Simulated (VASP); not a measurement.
Data:

```xyz
2
Lattice="4.1429 0.0000 0.0000 0.0000 4.1429 0.0000 0.0000 0.0000 4.1429" Properties=species:S:1:pos:R:3 pbc="T T T"
Cs     0.1000     0.0000     0.0000
Cl     2.0714     2.0714     2.0714
```

Level of theory: r2SCAN meta-GGA, VASP's PBE PAW potentials (set 64) (plane waves; VASP). Numerical set-up: 480 eV cut-off, 6×6×6 Γ-centred mesh, Gaussian smearing of 0.050 eV, potentials Cs_sv Cl.

Unless said otherwise, spin-orbit coupling is left out, though it shifts the bands of the heavy elements here.

Q: What does the run give for the energy per atom (σ→0), largest force, band gap (on the k-mesh) with the smallest direct gap where there is one?

A: 
```
Quantity                                       Value
-----------------------------------  ---------------
band gap (on the k-mesh)                     5.91 eV
smallest direct gap (on the k-mesh)          5.91 eV
energy per atom (σ→0)                -17.760 eV/atom
largest force                             0.095 eV/Å
```

Only differences to runs with the same potentials and settings are physical.

The compound is CsCl in the CsCl type structure. This cell was strained or had an atom moved on purpose.
